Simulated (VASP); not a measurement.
Output of a VASP run:

**OUTCAR**
```
 ion  position               nearest neighbor table
   1  0.000  0.000  0.000-   3 2.44   2 2.49   2 2.49   2 2.54   3 2.54   3 2.54
   2  0.333  0.667  0.255-   1 2.49   1 2.49   1 2.54
   3  0.687  0.353  0.745-   1 2.44   1 2.54   1 2.54
  LATTYP: Found a base centered orthorhombic cell.
 ALAT       =     3.6303740000
 B/A-ratio  =     1.7942498486
 C/A-ratio  =     1.4217653608
 Subroutine PRICEL returns:
 Original cell was already a primitive cell.
 Subroutine GETGRP returns: Found  1 space group operations
The static configuration has the point symmetry C_1 .
The dynamic configuration has the point symmetry C_1 .
 Subroutine INISYM returns: Found  1 space group operations
 Subroutine IBZKPT returns following result:
 Found     76 irreducible k-points:

 Following reciprocal coordinates:
            Coordinates               Weight
  0.000000  0.000000  0.000000      1.000000
  0.166667  0.000000  0.000000      2.000000
  0.000000  0.166667  0.000000      2.000000
  0.333333  0.000000  0.000000      2.000000
  0.000000  0.333333  0.000000      2.000000
  0.500000  0.000000  0.000000      1.000000
  0.000000  0.500000  0.000000      1.000000
  0.166667  0.166667  0.000000      2.000000
  0.333333  0.166667  0.000000      2.000000
  0.166667  0.333333  0.000000      2.000000
  0.500000  0.166667  0.000000      2.000000
  0.166667  0.500000  0.000000      2.000000
 -0.333333  0.166667  0.000000      2.000000
  0.166667 -0.333333  0.000000      2.000000
 -0.166667  0.166667  0.000000      2.000000
  0.333333  0.333333  0.000000      2.000000
  0.500000  0.333333  0.000000      2.000000
  0.333333  0.500000  0.000000      2.000000
 -0.333333  0.333333  0.000000      2.000000
  0.500000  0.500000  0.000000      1.000000
  0.000000  0.000000  0.250000      2.000000
  0.166667  0.000000  0.250000      2.000000
 -0.166667  0.000000  0.250000      2.000000
  0.000000  0.166667 -0.250000      2.000000
  0.000000 -0.166667 -0.250000      2.000000
  0.333333  0.000000  0.250000      2.000000
 -0.333333  0.000000  0.250000      2.000000
  0.000000  0.333333 -0.250000      2.000000
  0.000000 -0.333333 -0.250000      2.000000
  0.500000  0.000000  0.250000      2.000000
  0.000000  0.500000 -0.250000      2.000000
  0.166667  0.166667  0.250000      2.000000
 -0.166667 -0.166667  0.250000      2.000000
  0.333333  0.166667  0.250000      2.000000
 -0.333333 -0.166667  0.250000      2.000000
  0.166667  0.333333 -0.250000      2.000000
 -0.166667 -0.333333 -0.250000      2.000000
  0.500000  0.166667  0.250000      2.000000
  0.500000 -0.166667  0.250000      2.000000
  0.166667  0.500000 -0.250000      2.000000
   k-points           NKPTS =     76   k-points in BZ     NKDIM =     76   number of bands    NBANDS=     15
   number of dos      NEDOS =    301   number of ions     NIONS =      3
   total plane-waves  NPLWV =  31360
   dimension x,y,z NGX =    28 NGY =   28 NGZ =   40
   dimension x,y,z NGXF=    56 NGYF=   56 NGZF=   80
   ions per type =               1   2
   PREC   = accura    normal or accurate (medium, high low for compatibility)
   ISTART =      0    job   : 0-new  1-cont  2-samecut
   ICHARG =      2    charge: 1-file 2-atom 10-const
   ISPIN  =      1    spin polarized calculation?
   LNONCOLLINEAR =      F non collinear calculations
   LSORBIT =      F    spin-orbit coupling
   INIWAV =      1    electr: 0-lowe 1-rand  2-diag
   ENCUT  =  500.0 eV  36.75 Ry    6.06 a.u.   6.80  6.80  9.41*2*pi/ulx,y,z
   NELM   =    100;   NELMIN=  2; NELMDL= -5     # of ELM steps
   EDIFF  = 0.1E-05   stopping-criterion for ELM
   LREAL  =      F    real-space projection
   NLSPLINE    = F    spline interpolate recip. space projectors
   LMAXMIX     =    6 max onsite mixed and CHGCAR
   VOSKOWN=      0    Vosko Wilk Nusair interpolation
   EDIFFG = 0.1E-04   stopping-criterion for IOM
...
```

OSZICAR:
```
       N       E                     dE             d eps       ncg     rms          rms(c)
DAV:   1     0.114692742534E+03    0.11469E+03   -0.10081E+04  2320   0.125E+03
DAV:   2    -0.101806938846E+02   -0.12487E+03   -0.12198E+03  2952   0.237E+02
DAV:   3    -0.148945586542E+02   -0.47139E+01   -0.46811E+01  2805   0.490E+01
DAV:   4    -0.149310746397E+02   -0.36516E-01   -0.36510E-01  2714   0.471E+00
DAV:   5    -0.149315337022E+02   -0.45906E-03   -0.45906E-03  2889   0.483E-01    0.131E+01
DAV:   6    -0.143677230133E+02    0.56381E+00   -0.48982E+00  2301   0.220E+01    0.796E+00
DAV:   7    -0.141778630303E+02    0.18986E+00   -0.93249E-01  2294   0.105E+01    0.396E+00
DAV:   8    -0.141600798906E+02    0.17783E-01   -0.62047E-02  2455   0.191E+00    0.862E-01
DAV:   9    -0.141569686054E+02    0.31113E-02   -0.10292E-02  2609   0.111E+00    0.176E-01
DAV:  10    -0.141571465488E+02   -0.17794E-03   -0.12640E-03  2672   0.293E-01    0.459E-02
DAV:  11    -0.141571603820E+02   -0.13833E-04   -0.78691E-05  2889   0.931E-02    0.215E-02
DAV:  12    -0.141571612128E+02   -0.83084E-06   -0.17397E-05  2560   0.375E-02    0.346E-03
DAV:  13    -0.141571617243E+02   -0.51148E-06   -0.86946E-07  2246   0.709E-03
   1 F= -.14157162E+02 E0= -.14156469E+02  d E =-.138619E-02
```

### OUTCAR
```
------------------------ aborting loop because EDIFF is reached ----------------------------------------
  FORCE on cell =-STRESS in cart. coord.  units (eV):
  Direction    XX          YY          ZZ          XY          YZ          ZX
  --------------------------------------------------------------------------------------
  Total        3.7317608      1.9407611      1.4031006      0.4289108      0.7135742      0.7581288
  in kB       97.9691689     50.9504127     36.8353201     11.2601081     18.7333217     19.9030046
  external PRESSURE =      61.9183006 kB  Pullay stress =       0.0000000 kB
  volume of cell :       61.03
      direct lattice vectors                 reciprocal lattice vectors
     1.815187000 -3.256899000  0.000000000     0.275453714 -0.153520266  0.000000000
     1.815187000  3.256899000  0.000000000     0.275453714  0.153520266  0.000000000
     0.000000000  0.000000000  5.161540000     0.000000000  0.000000000  0.193740628
 POSITION                                       TOTAL-FORCE (eV/Angst)
 -----------------------------------------------------------------------------------
      0.00000      0.00000      0.00000         0.604892      0.038494      0.048172
      1.81519      1.08564      1.31619         0.030349      0.168658      0.199456
      1.88724     -1.08564      3.84535        -0.635241     -0.207152     -0.247629
 -----------------------------------------------------------------------------------
    total drift:                               -0.000003      0.000001     -0.000012
  FREE ENERGIE OF THE ION-ELECTRON SYSTEM (eV)
  ---------------------------------------------------
  free  energy   TOTEN  =       -14.1571617243 eV

  energy  without entropy=      -14.1557755345  energy(sigma->0) =      -14.15646863
```
(Selected blocks of OUTCAR.)

**POSCAR**
```
PtSe2
1
    1.8151870000    -3.2568990000     0.0000000000
    1.8151870000     3.2568990000     0.0000000000
    0.0000000000     0.0000000000     5.1615400000
Pt Se
1 2
Direct
  0.0000000000   0.0000000000   0.0000000000
  0.3333330000   0.6666670000   0.2550000000
  0.6865150000   0.3531810000   0.7450000000
```

Q: Reconstruct the remaining input files.

A: One answer among several that fit: the input of the run itself, PBE GGA, plane waves, VASP's PBE PAW potentials (set 64).

**INCAR**
```
ALGO = Normal
LASPH = .TRUE.
ENCUT = 500   ! plane-wave cut-off (eV)
NELM = 100   ! most electronic steps
ISMEAR = 0   ! Gaussian
ISIF = 2
LREAL = .FALSE.   ! projection in real space or not
SYSTEM = PtSe2
GGA = PE
LWAVE = .FALSE.
SIGMA = 0.05   ! width (eV)
LMAXMIX = 6
PREC = Accurate
LCHARG = .FALSE.
EDIFF = 1E-6
```

File KPOINTS:
```
Automatic
0
gamma
  6 6 4
0 0 0
```

POTCAR, in this order: Pt Se (PBE.64 set). Program: vasp_std.

The compound is PtSe2 in the 1T layered structure. The cell was not relaxed at this level, atoms are displaced from their ideal sites. The k-mesh is coarse (spacing up to 0.33 per Å, 2π included), so the numbers may not be converged in it. The run is one of a series of settings (ENCUT = 500 against the base run), some of them coarse on purpose.
